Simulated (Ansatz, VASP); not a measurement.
**One calculation of Li2B, two programs**

The input INCAR:

```
PREC = Accurate ; ENCUT = 600
EDIFF = 1E-7 ; ISMEAR = 0
SIGMA = 0.1 ; LREAL = F
LASPH = T ; NELM = 60
ALGO = Normal ; ISIF = 3
LWAVE = F ; LCHARG = F
GGA = PE ; IBRION = 2
NSW = 90 ; EDIFFG = -0.04
```

Contents of KPOINTS:

```
regular mesh
0
Gamma
  6 6 4
```

POSCAR

```
Li2B
1.0
    2.4788645717      0.0000000000      0.0000000000
   -1.2394322859      2.1467596916      0.0000000000
    0.0000000000      0.0000000000      6.3022476990
Li B
2 1
Direct
    0.6666666667      0.3333333333      0.7126091470
    0.6666666667      0.3333333333      0.2873908530
    0.3333333333      0.6666666667      0.0000000000
```

Input for Ansatz:

```yaml
crystal:
  lattice:
    - [2.4788645717, 0.0, 0.0]
    - [-1.2394322859, 2.1467596916, 0.0]
    - [0.0, 0.0, 6.302247699]
  atoms:
    - { symbol: Li, position: [0.6666666667, 0.3333333333, 0.712609147] }
    - { symbol: Li, position: [0.6666666667, 0.3333333333, 0.287390853] }
    - { symbol: B, position: [0.3333333333, 0.6666666667, 0.0] }
basis:
  ecutwfc: 420
kpoints:
  mp_grid: { grid: [6, 6, 4] }
hamiltonian:
  xc: pbe
scf:
  occupations: { method: gaussian, width: 0.1 }
  lower_state_search: "off"
output:
  forces: true
  stress: true
  eigenvalues: true
relax:
  adjacent_minimum: "off"
  f_tol: 0.04
  max_steps: 70
  cell: { stress_tol: 0.4 }
```

Change from the starting cell: species swapped into the WS2 type (P-6m2, No. 187).

Alike in both runs: task relaxation of cell and atoms; functional PBE; k mesh 6 × 6 × 4; occupations gaussian, width 0.1 eV; no spin polarisation.

```csv
,VASP,Ansatz
version,VASP 6.6.1,Ansatz 0.2.0
potentials or method,"VASP PAW PBE potentials, release 64 (Li_sv, B)","scalar-relativistic, plane waves, PAW"
plane-wave cutoff (eV),600,420
valence electrons in the cell,9,9
```

|  | VASP | Ansatz | Ansatz less VASP |
| --- | --- | --- | --- |
| gap on the k mesh at the Fermi level, each at its own relaxed structure (eV) | none | none | - |
| relaxed volume (Å³/atom) | 11.78 | 11.85 | +0.065 |
| relaxed cell length with the largest relative difference (Å) | 6.181 | 6.199 | +0.0176 |
| energy change over the relaxation (meV/atom) | -15 | -15 | -0.4 |

A gap of «none» marks a metal or a gap that the smearing closes.

Caveats: the k mesh is coarse (spacing up to 0.49 Å⁻¹), so the values aren't converged; the cutoff is under 1.25 times the usual one of these potentials, so pressure, stress and relaxed cells hold a basis-set (Pulay) error (VASP).
